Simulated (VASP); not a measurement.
The input files of a VASP run:

KPOINTS:
```
Automatic mesh
0
Gamma
5 5 5
0.5 0.5 0.5
```

**INCAR**
```
ALGO = Normal
EDIFF = 1E-6
ENCUT = 400
GGA = PE
ISIF = 2
ISMEAR = 0
LASPH = .TRUE.
LCHARG = .FALSE.
LMAXMIX = 4
LREAL = .FALSE.
LWAVE = .FALSE.
NELM = 100
PREC = Accurate
SIGMA = 0.01
SYSTEM = ZnSnO3
```

File POSCAR:
```
ZnSnO3
1
    2.6754450000     1.5446690000     4.7414830000
   -2.6754450000     1.5446690000     4.7414830000
    0.0000000000    -3.0893380000     4.7414830000
Zn Sn O
2 2 6
Direct
  0.2878860000   0.2831240000   0.2847580000
  0.7789750000   0.7903110000   0.7859470000
  0.0040210000   0.0033350000  -0.0019850000
  0.5017510000   0.5016030000   0.5024390000
  0.8896240000   0.2147320000   0.6042660000
  0.6129620000   0.8839150000   0.2141010000
  0.2182890000   0.6081120000   0.8921540000
  0.1081500000   0.7101870000   0.3857440000
  0.7048960000   0.3909480000   0.1183110000
  0.3906270000   0.1109140000   0.7114450000
```

POTCAR, in this order: Zn Sn_d O (PBE.64 set). Program: vasp_std.

Q: Translate this PBE calculation to Quantum ESPRESSO's pw.x.

A: One equivalent input (not run):
```
&CONTROL
  calculation = 'scf'
  pseudo_dir = './pseudo'
  outdir = './out'
  tprnfor = .true.
  tstress = .true.
/
&SYSTEM
  ibrav = 0
  nat = 10
  ntyp = 3
  ecutwfc = 84
  occupations = 'smearing'
  smearing = 'gaussian'
  degauss = 0.000735
  input_dft = 'pbe'
/
&ELECTRONS
  conv_thr = 7.3e-08
  electron_maxstep = 100
/
ATOMIC_SPECIES
  Zn 65.380 Zn.upf
  Sn 118.710 Sn.upf
  O 15.999 O.upf
CELL_PARAMETERS angstrom
     2.6754450    1.5446690    4.7414830
    -2.6754450    1.5446690    4.7414830
     0.0000000   -3.0893380    4.7414830
ATOMIC_POSITIONS crystal
  Zn   0.2878860  0.2831240  0.2847580
  Zn   0.7789750  0.7903110  0.7859470
  Sn   0.0040210  0.0033350 -0.0019850
  Sn   0.5017510  0.5016030  0.5024390
  O    0.8896240  0.2147320  0.6042660
  O    0.6129620  0.8839150  0.2141010
  O    0.2182890  0.6081120  0.8921540
  O    0.1081500  0.7101870  0.3857440
  O    0.7048960  0.3909480  0.1183110
  O    0.3906270  0.1109140  0.7114450
K_POINTS automatic
  5 5 5 1 1 1
```
Limits of the translation: the potentials are each code's own (VASP's PAW set, PseudoDojo norm-conserving files in pw.x), so ENCUT and ecutwfc are chosen apart and not converted; conv_thr bounds pw.x's estimated SCF error, while EDIFF bounds the energy change between steps.

The structure comes from a computed database's ZnSnO3 entry; how it stands against other phases isn't given here. The cell was not relaxed at this level, atoms are displaced from their ideal sites.
